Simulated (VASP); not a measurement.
# RbAgBr2: structure and properties in VASP, part 6 of 6

Aim: relax RbAgBr2, then compute properties on the relaxed cell. The cell is invented: it takes the structure of a Materials Project entry for RbBr (space group 221 there), with some of its atoms replaced by other elements, volume scaled by an estimate. It may not be a known or stable phase.

VASP 6.6.1, plane waves and PAW; the level of theory is named at each step.

So far, gap on the k-mesh (eV): step 2 (rough relaxation of the start cell) 1.72; step 3 (full relaxation (optB86b-vdW)) 1.76; step 6 (total and projected DOS (optB86b-vdW)) 1.77; step 9 (core-level energies (optB86b-vdW)) 1.76.

## 10. Relaxing the atoms (optB86b-vdW), changed input

Level of this step: optB86b-vdW; plane waves and PAW (Ag, Rb_sv, Br); invented cell (VASP).

With the cell held (ISIF = 2), the atoms move to where the forces vanish. Some settings are moved from the usual, to see what they do.

The input, INCAR:

```
SYSTEM = RbAgBr2
PREC = Normal
ENCUT = 400
EDIFF = 1E-06
NELM = 100
ISMEAR = -1
SIGMA = 0.05
LREAL = .FALSE.
ALGO = Normal
GGA = MK
AGGAC = 0
LUSE_VDW = .TRUE.
PARAM1 = 0.1234
PARAM2 = 1
LASPH = .TRUE.
NBANDS = 23
LORBIT = 11
LWAVE = .FALSE.
LCHARG = .FALSE.
KPAR = 2
IBRION = 1
NSW = 60
ISIF = 2
EDIFFG = -0.01
```

The input, POSCAR:

```
RbAgBr2
1.0
    3.7516948035      0.0000000000      0.0000000000
    0.0000000000      3.7516948035      0.0000000000
    0.0000000000      0.0000000000      7.7717625749
Ag Rb Br
1 1 2
Direct
    0.0000000000      0.0000000000      0.5000000000
    0.0000000000      0.0000000000      0.0000000000
    0.5000000000      0.5000000000      0.7224232091
    0.5000000000      0.5000000000      0.2775767909
```

The input, KPOINTS:

```
Automatic mesh
0
Gamma
6 6 3
0 0 0
```

Potentials, in the order of the species: Ag, Rb_sv and Br (PBE family, release 64).

Run with:

```console
> mpirun -np 2 vasp_std
```

What it wrote:

```text
[... set-up lines as in an earlier step ...]
 entering main loop
       N       E                     dE             d eps       ncg     rms          rms(c)
DAV:   1     0.192501893976E+03    0.19250E+03   -0.13674E+04   920   0.109E+03
DAV:   2     0.831038687939E+01   -0.18419E+03   -0.17597E+03  1190   0.226E+02
DAV:   3    -0.246278317149E+01   -0.10773E+02   -0.10721E+02  1221   0.574E+01
DAV:   4    -0.267581254903E+01   -0.21303E+00   -0.21292E+00  1330   0.745E+00
DAV:   5    -0.267853176877E+01   -0.27192E-02   -0.27191E-02  1199   0.775E-01    0.528E+00
DAV:   6    -0.214321916210E+01    0.53531E+00   -0.10014E+00  1034   0.974E+00    0.348E+00
DAV:   7    -0.211214608180E+01    0.31073E-01   -0.47147E-01  1060   0.410E+00    0.189E+00
DAV:   8    -0.211154350470E+01    0.60258E-03   -0.41466E-02  1081   0.178E+00    0.477E-01
DAV:   9    -0.211145036406E+01    0.93141E-04   -0.44879E-03  1123   0.863E-01    0.116E-01
DAV:  10    -0.211161028580E+01   -0.15992E-03   -0.92677E-04  1133   0.230E-01    0.464E-02
DAV:  11    -0.211167439587E+01   -0.64110E-04   -0.19225E-04  1313   0.143E-01    0.294E-02
DAV:  12    -0.211166761219E+01    0.67837E-05   -0.49920E-05  1123   0.601E-02    0.824E-03
DAV:  13    -0.211166774830E+01   -0.13611E-06   -0.75509E-06  1158   0.139E-02
   1 F= -.21116677E+01 E0= -.21116677E+01  d E =-.211167E+01
 BRION: g(F)=  0.106E-04 g(S)=  0.000E+00
 bond charge predicted
       N       E                     dE             d eps       ncg     rms          rms(c)
DAV:   1    -0.211167505392E+01   -0.74417E-05   -0.71567E-04  1004   0.114E-01    0.855E-03
DAV:   2    -0.211167741052E+01   -0.23566E-05   -0.26653E-05  1109   0.250E-02    0.371E-03
DAV:   3    -0.211167730555E+01    0.10496E-06   -0.25881E-07   684   0.348E-03
   2 F= -.21116773E+01 E0= -.21116773E+01  d E =-.955725E-05
 BRION: g(F)=  0.641E-05 g(S)=  0.000E+00 retain N=  1 mean eig= 4.49
 eig:   4.490
 reached required accuracy - stopping structural energy minimisation
```

Wall time 36 s (2 MPI ranks of AMD EPYC 7R43, shared host); peak memory 0.51 GiB; 70 s of CPU time.

From OUTCAR (step 10):

```text
   NELECT =      34.0000    total number of electrons

 E-fermi :   2.4374

 k-point     1 :       0.0000    0.0000    0.0000
  band No.  band energies     occupation
    ...
     13       0.7239      2.00000
     14       0.7239      2.00000
     15       0.7239      2.00000
     16       1.3912      2.00000
     17       1.3912      2.00000
     18       3.2637      0.00000
     19       6.6308      0.00000
     20       6.8665      0.00000
     21       7.0496      0.00000
     22       9.6484      0.00000
    ...

Total vdW correction in eV:      6.5239527

  Total       -0.0053154     -0.0053154     -0.0124648      0.0000000      0.0000000      0.0000000
  in kB       -0.0778520     -0.0778520     -0.1825666      0.0000000      0.0000000      0.0000000
  external PRESSURE =      -0.1127569 kB  Pullay stress =       0.0000000 kB

 POSITION                                       TOTAL-FORCE (eV/Angst)
 -----------------------------------------------------------------------------------
      0.00000     -0.00000      3.88588        -0.000000     -0.000000     -0.000000
      0.00000     -0.00000      0.00000        -0.000000     -0.000000     -0.000000
      1.87585      1.87585      5.61400         0.000000      0.000000     -0.008154
      1.87585      1.87585      2.15777         0.000000      0.000000      0.008154
 -----------------------------------------------------------------------------------
    total drift:                                0.000000      0.000000     -0.000000

  FREE ENERGIE OF THE ION-ELECTRON SYSTEM (eV)
  ---------------------------------------------------
  free  energy   TOTEN  =        -2.1116773056 eV

  energy  without entropy=       -2.1116773033  energy(sigma->0) =       -2.11167730

Total vdW correction in eV:      6.5239481

[... 9 parts as in an earlier step ...]

[... 9 further parts left out ...]
```

CONTCAR:

```
RbAgBr2
   1.00000000000000
     3.7516948035000000    0.0000000000000000    0.0000000000000000
     0.0000000000000000    3.7516948035000000    0.0000000000000000
     0.0000000000000000    0.0000000000000000    7.7717625749000003
  Ag              Rb              Br
     1     1     2
Direct
     0.0000000000000000   -0.0000000000000000    0.5000000000000000
     0.0000000000000000   -0.0000000000000000    0.0000000000000000
     0.5000000000000000    0.5000000000000000    0.7223580936097741
     0.5000000000000000    0.5000000000000000    0.2776419063902260
```

PREC = Normal changes the FFT grids.

Hardly anything moved in the relaxation; the energy changed by under 0.2 meV an atom.

This step gave:

```
Fermi energy                    : 2.437 eV
pressure                        : -0.01128 GPa
SCF cycles over all ionic steps : 16
```

It ends with a largest force of 0.008 eV/Å.

## 11. What came out

* relaxed volume: 27.35 Å³/atom
* relaxed conventional cell a, b, c: 3.752, 3.752, 7.772 Å
* space group after relaxing, within 0.02 Å: P4/mmm (No. 123)
* band gap: 1.74 eV, indirect (least direct gap of that run 1.87 eV)
* gap among the points of the DOS mesh alone, an upper bound: 1.77 eV
* band gap (r2SCAN): 2.41 eV, indirect (least direct gap of that run 2.54 eV)
* highest zone-centre mode: 134 cm⁻¹
* imaginary zone-centre modes: 4, down to 30i cm⁻¹
* shallowest level of the frozen cores: Ag1 4p, 52.9 eV deep

What this shows: With optB86b-vdW, RbAgBr2 relaxes to 27.35 Å³/atom in space group P4/mmm (held by the symmetry of the run) and has an indirect gap of 1.74 eV. Bands along the symmetry lines (optB86b-vdW): On this path the gap is indirect, 1.74 eV, with the valence top at R and the conduction bottom at Γ. The least direct gap is 1.87 eV. Band structure (r2SCAN): On this path the gap is indirect, 2.41 eV, with the valence top at R and the conduction bottom at Γ. The least direct gap is 2.54 eV. Zone-centre phonons (optB86b-vdW): The highest mode in this list at Γ, 133.6 cm⁻¹, is mostly motion of Br (100 % of the kinetic energy). 4 modes are imaginary, down to 29.9i cm⁻¹: the energy falls along them. The other levels ran on the cell relaxed with optB86b-vdW, and without spin-orbit coupling unless named. Semilocal functionals usually underestimate gaps. Spin-orbit coupling is left out; it would split some degenerate bands. Imaginary modes at Γ mean that the cell would distort to a lower symmetry. No search among competing phases was made. All values are for a static lattice at zero temperature.

[Lines on the potential files, build, host, timing and source positions are cut from VASP's logs without a mark.]

[Logs are printed without paths, hosts, clocks, repeated set-up lines and the standing remarks that a program may print on its own settings, such as how far it seeks lower states.]

[Hosts, paths, dates, database ids (printed as entryN), source tags and the programs' standing remarks are cut or masked in the printed files.]

[A measured line is paired with the nearest computed mode of its activity, which favours agreement.]
